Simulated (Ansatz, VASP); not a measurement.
# Cross-check of Fe (Fe (Im-3m)) between VASP and Ansatz

Wanted: the spread between two codes on one cell, functional and k mesh. The structure shown is the end of the Ansatz relaxation below.

Calculated with Ansatz 0.2.0; plane waves, with VASP 6.6.1 beside it; single point at PBEsol.

## Step 1: The starting structure

The structure is cubic, space group Im-3m (No. 229). Conventional cell: a = 2.789 Å, b = 2.789 Å, c = 2.789 Å, α = 90.00°, β = 90.00°, γ = 90.00°. Nearest to Fe lie 8 Fe at 2.41 Å.

As a file:

```cif
data_structure
_symmetry_space_group_name_H-M 'P 1'
_symmetry_Int_Tables_number 1
_cell_length_a 2.4150
_cell_length_b 2.4150
_cell_length_c 2.4150
_cell_angle_alpha 109.471
_cell_angle_beta 109.471
_cell_angle_gamma 109.471
_cell_volume 10.84
loop_
_atom_site_label
_atom_site_type_symbol
_atom_site_fract_x
_atom_site_fract_y
_atom_site_fract_z
_atom_site_occupancy
Fe1 Fe 0.00000 0.00000 0.00000 1
```

## Step 2: Ansatz: relaxation, PBEsol

Ansatz runs on its default PAW (the set named soft_2) files.

This run makes the geometry at which the two programs are then compared.

input.yaml

```yaml
crystal:
  lattice:
    - [-1.43142, 1.43142, 1.43142]
    - [1.43142, -1.43142, 1.43142]
    - [1.43142, 1.43142, -1.43142]
  atoms:
    - { symbol: Fe, position: [0.0, 0.0, 0.0], spin: 2.3 }
magnetization:
  spin_polarized: true
basis:
  ecutwfc: 420
  xc_grid: 2
hamiltonian:
  xc: pbesol
kpoints:
  mp_grid: { grid: [19, 19, 19] }
scf:
  occupations: { method: methfessel_paxton, width: 0.1 }
  max_iter: 120
relax:
  f_tol: 0.005
  max_steps: 60
  cell: {}
output:
  forces: true
  stress: true
checkpoint:
  write: "../cell.run"
  compress: false
  write_wavefunctions: false
  write_every: 100000
```

Started as:

```console
$ ansatz run input.yaml --threads 4 --pin off --max-ram 14131MiB --backend cpu --events-out ev --progress --plain --runs-dir out
```

Numbers of over 12 decimals in the logs are rounded to 6 here.

The program printed:

```text
Engine: ansatz 0.2.0, x86_64-unknown-linux-gnu
Pseudopotentials: kind: paw
Pseudopotential: Fe, paw, valence charge 16, recommended cutoff 420 eV (normal), Fe.paw.azcp
Functional definition: PBEsol
  exchange = pbesol_x
  correlation = pbesol_c
Crystal: 1 atoms, lattice volume = 11.732 Å³
Basis set: ecut = 420 eV, 225 PW (Γ), exchange–correlation on 36×36×36 points (8 copies of the dense FFT grid, shifted against one another)
Bands: 14, of which v1, the nominal top of the filled ones, is band 8 counted from 1 (7 counted from 0)
Symmetry: 48 space group operations
Space group: Im-3m (ITA 229), of the structure as read, at distance tolerance 2.3e-5 Å
Magnetic group: BNS 229.140 (UNI 1642), of the structure as read, at distance tolerance 2.3e-5 Å
k-points: 220 of 6859
Non-local potential: Fe, projectors of the file, l = 0: 3, l = 1: 2, l = 2: 3, l = 3: 1
PAW form: soft (Blöchl's): semilocal exchange-correlation on the pseudo side does not see the compensation charge
PAW frozen core: Fe, regenerated for the run's functional, and the local potential with it (the file was generated under x = pbe(κ = 0.804, μ = 0.219515), c = pbe(β = 0.066725))
PAW one-centre angular grid: Fe, 590 points (default); XC on 64 Gauss nodes
Initial density: superposition of atomic densities (chi_scale 0.1, normalization cell)
Starting moments: Σ|m| = 2.3 μB on 1 of 1 site
Initial wavefunctions: pseudopotential atomic-orbital guess
Functional: x = pbesol(κ = 0.804, μ = 0.123457), c = pbesol(β = 0.046)
SCF iter   1: F=—  HF=-4449.025940 eV  |F-HF|=—  |Δ(HF+E_count)|=         —  Δρ=9.71e-2 (↑6.39e-2 ↓9.71e-2)  dr2=1.87e0  dr2_m=7.99e-2  M=2.142 μB ∫|m|=2.172 μB  β_m=0.30  ethr=3.10e-3  ⟨swp⟩=4.6  Hψ=28906  notcnv=0
Mixer restart at iter 1: flushing history
preconditioner: auto → none  [metal: Δε(μ)=0.004 eV  Ē_g=14.111 eV  σ=0.100 eV  W_gap=0.02  n_scr=0 (ndim 8)  ℏωp=30.7 eV  f_vac=0.000  D(μ)=1.06/eV (n_scr^D=12)]
SCF iter   2: F=—  HF=-4448.238674 eV  |F-HF|=—  |Δ(HF+E_count)|=   7.87e-1  Δρ=4.21e-2 (↑4.21e-2 ↓2.47e-2)  dr2=3.78e-2  dr2_m=1.08e-1  M=2.200 μB ∫|m|=2.256 μB  β_m=0.29  ethr=3.10e-3  ⟨swp⟩=3.2  Hψ=15357  notcnv=0  defer=542
SCF iter   3: F=—  HF=-4448.448918 eV  |F-HF|=—  |Δ(HF+E_count)|=         —  Δρ=3.02e-2 (↑3.02e-2 ↓2.61e-2)  dr2=4.58e-3  dr2_m=8.24e-2  M=2.228 μB ∫|m|=2.297 μB  β_m=0.29  ethr=2.36e-4  ⟨swp⟩=2.7  Hψ=12268  notcnv=0  defer=543
Mixer restart at iter 3: flushing history
SCF iter   4: F=—  HF=-4448.586376 eV  |F-HF|=—  |Δ(HF+E_count)|=   1.37e-1  Δρ=2.22e-2 (↑2.22e-2 ↓1.90e-2)  dr2=3.35e-3  dr2_m=4.40e-2  M=2.224 μB ∫|m|=2.300 μB  β_m=0.64  ethr=2.86e-5  ⟨swp⟩=2.0  Hψ=11309  notcnv=0  defer=543
SCF iter   5: F=—  HF=-4448.799203 eV  |F-HF|=—  |Δ(HF+E_count)|=   2.13e-1  Δρ=6.95e-3 (↑6.95e-3 ↓1.38e-3)  dr2=5.00e-3  dr2_m=1.31e-3  M=2.227 μB ∫|m|=2.326 μB  β_m=0.82  ethr=2.09e-5  ⟨swp⟩=2.1  Hψ=11999  notcnv=0  defer=541
SCF iter   6: F=—  HF=-4448.808589 eV  |F-HF|=—  |Δ(HF+E_count)|=   9.39e-3  Δρ=9.78e-3 (↑9.78e-3 ↓4.18e-3)  dr2=1.38e-2  dr2_m=9.11e-4  M=2.210 μB ∫|m|=2.313 μB  β_m=0.59  ethr=2.09e-5  ⟨swp⟩=2.0  Hψ=13646  notcnv=0  defer=540  recentre
SCF iter   7: F=—  HF=-4448.804359 eV  |F-HF|=—  |Δ(HF+E_count)|=   4.23e-3  Δρ=1.54e-3 (↑1.54e-3 ↓2.62e-4)  dr2=2.75e-4  dr2_m=5.51e-5  M=2.223 μB ∫|m|=2.326 μB  β_m=0.66  ethr=2.09e-5  ⟨swp⟩=2.2  Hψ=12358  notcnv=0  defer=534
SCF iter   8: F=—  HF=-4448.804599 eV  |F-HF|=—  |Δ(HF+E_count)|=   2.40e-4  Δρ=4.12e-4 (↑4.12e-4 ↓6.38e-5)  dr2=1.92e-5  dr2_m=3.74e-6  M=2.222 μB ∫|m|=2.326 μB  β_m=0.83  ethr=1.72e-6  ⟨swp⟩=1.9  Hψ=7643  notcnv=0  defer=534
SCF iter   9: F=—  HF=-4448.802152 eV  |F-HF|=—  |Δ(HF+E_count)|=         —  Δρ=4.12e-4 (↑3.94e-4 ↓4.12e-4)  dr2=3.80e-7  dr2_m=1.73e-5  M=2.219 μB ∫|m|=2.323 μB  β_m=0.83  ethr=1.20e-7  ⟨swp⟩=2.2  Hψ=7963  notcnv=0  defer=534
Mixer restart at iter 9: flushing history
iteration 9: the input's own smearing fills from here on; a Gaussian of 0.1 eV has filled iterations ahead of it
SCF iter  10: F=—  HF=-4448.802156 eV  |F-HF|=—  |Δ(HF+E_count)|=   3.56e-6  S|Δr|=    0.00e0  Δρ=2.27e-4 (↑2.27e-4 ↓1.48e-4)  dr2=4.94e-7  dr2_m=3.76e-6  M=2.218 μB ∫|m|=2.322 μB  β_m=0.91  ethr=2.37e-9  ⟨swp⟩=2.1  Hψ=7808  notcnv=0  defer=534
SCF iter  11: F=—  HF=-4448.802160 eV  |F-HF|=—  |Δ(HF+E_count)|=   4.26e-6  S|Δr|=    0.00e0  Δρ=2.46e-4 (↑2.46e-4 ↓1.87e-4)  dr2=1.39e-5  dr2_m=1.01e-7  M=2.218 μB ∫|m|=2.321 μB  β_m=0.91  ethr=2.37e-9  ⟨swp⟩=2.1  Hψ=9296  notcnv=0  defer=534
SCF iter  12: F=-4448.802156 eV  HF=-4448.802156 eV  |F-HF|=1.67e-9  |Δ(HF+E_count)|=   3.42e-6  S|Δr|=    0.00e0  Δρ=9.95e-6 (↑5.30e-6 ↓9.95e-6)  dr2=2.24e-9  dr2_m=6.16e-9  M=2.218 μB ∫|m|=2.321 μB  ethr=6.25e-10  ⟨swp⟩=3.0  Hψ=22053  notcnv=0
SCF 1 converged in 12 iterations: F = -4448.802156 eV  dr2 = 2.24e-9
[...]
iter 1 solved again at ethr=2.96e-5 eV; its pass at ethr=3.10e-3 eV (dr2=4.74e-3 eV) is discarded
SCF iter   1: F=—  HF=-4448.845906 eV  |F-HF|=—  |Δ(HF+E_count)|=         —  Δρ=8.40e-3 (↑8.40e-3 ↓2.21e-3)  dr2=4.54e-3  dr2_m=2.25e-3  M=2.147 μB ∫|m|=2.235 μB  β_m=0.30  ethr=2.96e-5  ⟨swp⟩=1.0  Hψ=39006  notcnv=0
preconditioner: auto → none  [metal: Δε(μ)=0.010 eV  Ē_g=15.490 eV  σ=0.100 eV  W_gap=0.08  n_scr=0 (ndim 8)  ℏωp=31.9 eV  f_vac=0.000  D(μ)=1.08/eV (n_scr^D=12)]
SCF iter   2: F=—  HF=-4448.845216 eV  |F-HF|=—  |Δ(HF+E_count)|=   6.90e-4  S|Δr|=    0.00e0  Δρ=3.49e-3 (↑1.91e-3 ↓3.49e-3)  dr2=1.78e-4  dr2_m=6.93e-4  M=2.153 μB ∫|m|=2.238 μB  β_m=0.32  ethr=2.84e-5  ⟨swp⟩=2.6  Hψ=8582  notcnv=0
SCF iter   3: F=—  HF=-4448.845263 eV  |F-HF|=—  |Δ(HF+E_count)|=   4.71e-5  S|Δr|=    0.00e0  Δρ=2.98e-3 (↑2.98e-3 ↓2.38e-3)  dr2=5.50e-5  dr2_m=7.06e-4  M=2.146 μB ∫|m|=2.233 μB  β_m=0.15  ethr=1.11e-6  ⟨swp⟩=2.6  Hψ=8935  notcnv=0
SCF iter   4: F=—  HF=-4448.845367 eV  |F-HF|=—  |Δ(HF+E_count)|=   1.04e-4  S|Δr|=    0.00e0  Δρ=2.22e-3 (↑1.73e-3 ↓2.22e-3)  dr2=1.51e-5  dr2_m=3.85e-4  M=2.143 μB ∫|m|=2.229 μB  β_m=0.40  ethr=3.44e-7  ⟨swp⟩=2.5  Hψ=8914  notcnv=0
SCF iter   5: F=—  HF=-4448.845546 eV  |F-HF|=—  |Δ(HF+E_count)|=   1.79e-4  S|Δr|=    0.00e0  Δρ=5.82e-4 (↑5.82e-4 ↓5.25e-4)  dr2=2.05e-7  dr2_m=3.04e-5  M=2.127 μB ∫|m|=2.213 μB  β_m=0.75  ethr=9.42e-8  ⟨swp⟩=2.0  Hψ=9567  notcnv=0
SCF iter   6: F=—  HF=-4448.845560 eV  |F-HF|=—  |Δ(HF+E_count)|=   1.40e-5  S|Δr|=    0.00e0  Δρ=1.95e-4 (↑1.95e-4 ↓3.84e-5)  dr2=3.30e-6  dr2_m=7.05e-7  M=2.121 μB ∫|m|=2.207 μB  β_m=0.88  ethr=1.28e-9  ⟨swp⟩=2.0  Hψ=9754  notcnv=0
SCF iter   7: F=-4448.845560 eV  HF=-4448.845560 eV  |F-HF|=3.55e-9  |Δ(HF+E_count)|=   2.32e-7  S|Δr|=    0.00e0  Δρ=8.05e-6 (↑6.92e-6 ↓8.05e-6)  dr2=7.55e-9  dr2_m=2.21e-9  M=2.121 μB ∫|m|=2.207 μB  ethr=6.25e-10  ⟨swp⟩=2.6  Hψ=21658  notcnv=0
SCF 3 converged in 7 iterations: F = -4448.845560 eV  dr2 = 7.55e-9
relax step   3: F+E_penalty+E_count = -4448.84556017 eV  Δ(F+E_penalty+E_count) = -5.288e-3 eV  max|allowed force component| = 0.000e0 eV/Å  Δτ_max = 0.0000 Å  P = -0.201 GPa  Ω = 10.854 Å³  energy of the carried Pulay correction = +5.410e-4 eV  (7 SCF iters, dr2 threshold 1.00e-7 eV, accepted)
[...]
relax step   4: F+E_penalty+E_count = -4448.84557445 eV  Δ(F+E_penalty+E_count) = -1.428e-5 eV  max|allowed force component| = 0.000e0 eV/Å  Δτ_max = 0.0000 Å  P = -0.003 GPa  Ω = 10.842 Å³  energy of the carried Pulay correction = +5.481e-4 eV  (6 SCF iters, dr2 threshold 1.00e-7 eV, accepted)
[...]
relax step   5: F+E_penalty+E_count = -4448.84510961 eV  Δ(F+E_penalty+E_count) = +4.648e-4 eV  max|allowed force component| = 0.000e0 eV/Å  Δτ_max = 0.0000 Å  P = -0.009 GPa  Ω = 10.842 Å³  stress off target by 8.72e-3 GPa  SCF on the basis re-selected at this cell (its energy is not comparable with the rows above)  (7 SCF iters)
basis re-selected at this cell: Δ(F+E_penalty+E_count) = +4.648e-4 eV, ΔP = -0.006 GPa vs the last step (what re-selecting the basis moved, of the pressure what is left beyond the Pulay correction that the steps carried, after the strain that the cell walked since its last selection, with what the two solves' SCF thresholds leave and, on support functions, any second-order correction that the steps lacked; it is no measure of the basis error at this ecutwfc). This SCF's stress stands 8.72e-3 GPa from its target on what of the cell is left free (relax.cell.stress_tol is 5.00e-2 GPa) and its largest allowed force component is 0.00e0 eV/Å (relax.f_tol is 5.00e-3 eV/Å): [rest of the remark cut]
SCF converged after 7 iterations
Stability not checked: this state was not tested for a lower state beside it, because cold or Methfessel-Paxton smearing, or corrected tetrahedra, fill the levels in a way that the test cannot read (fill_not_monotonic; see scf.lower_state_search)
Magnetization: 2.1178 μB (9.0589 up, 6.9411 down)
Absolute magnetization: 2.2035 μB (∫|ρ↑−ρ↓|, with the PAW one-centre terms)
Spin contamination: 0.0288 ħ² per cell (⟨S²⟩ above its minimum at these occupations)
Per-site moments (μB) at R_I (Å): [(2.144900, 0.996183)]
Free energy (F): -4448.845110 eV
Harris-Foulkes:  -4448.845110 eV  (|F-HF|=9.09e-13)
Internal energy: -4448.844874 eV  (E = F + TS)
E sigma→0 (E₀):  -4448.845051 eV
Entropy (-TS):   -0.000235 eV (-0.235 meV/atom)
Fermi energy:    19.510889 eV
--- Per-component energies (eV) ---
  E_band       = -196.841105
  E_kinetic    = 352.168058
  E_local      = -2006.156699  (includes V_loc(G=0)·N_el)
  E_nonlocal   = 219.076640
  E_hartree    = 843.566195
  E_xc         = -117.706457
  E_vxc        = -152.215075  (∫ρ·V_xc dr)
  E_paw        = -1334.574563  (= ΣΔE_a)
  E_vpaw       = -296.847221  (= ΣTr[D̂ρ^β])
  E_aug_tail   = 0.000795  (compensation charges beyond the density's cutoff)
  E_ewald      = -2405.398046
  E_core_change = 0.179202  (= ΣΔE_core)
  E_smearing   = -0.000235  (= −TS)
  E_closure    = 0.000000  (closes the sum)
  Σ components = -4448.845110   (vs F -4448.845110, Δ=0.00e0)
--- Forces (eV/Å), atoms counted from 1 ---
  atom   1  Fe    -0.00000000     0.00000000     0.00000000
  max |Σ_I F_I| component: 4.52e-32 eV/Å
--- Stress (GPa, compression-positive) ---
       -0.008719      -0.000000       0.000000
       -0.000000      -0.008719      -0.000000
       -0.000000       0.000000      -0.008719
  P = ⅓ Tr σ = -0.0087 GPa (-0.087 kbar)
--- Relaxed structure (4 steps of the walk, 4 accepted, 1 SCFs on fresh bases) ---
  F+E_penalty+E_count = -4448.84510961 eV   max|allowed force component| = 0.000e0 eV/Å   (the final SCF, on the basis selected at the relaxed cell)
  cell:  # Å, volume = 10.8424 Å³
    - [-1.394295, 1.394295, 1.394295]
    - [1.394295, -1.394295, 1.394295]
    - [1.394295, 1.394295, -1.394295]
  atoms:
    - { symbol: Fe, position: [0.0, 0.0, 0.0] }
```

Reading the cycles: dr2 is the Hartree energy of the density residual (eV), the measure of convergence; HF is the Harris–Foulkes estimate of the energy, which meets the free energy F at convergence.

[end of part 1 of 2]

[Lines on the potential files, build, host, timing and source positions are cut from VASP's logs without a mark.]

[Logs are printed without paths, hosts, clocks, repeated set-up lines and the standing remarks that a program may print on its own settings, such as how far it seeks lower states.]

[Hosts, paths, dates, database ids (printed as entryN), source tags and the programs' standing remarks are cut or masked in the printed files.]
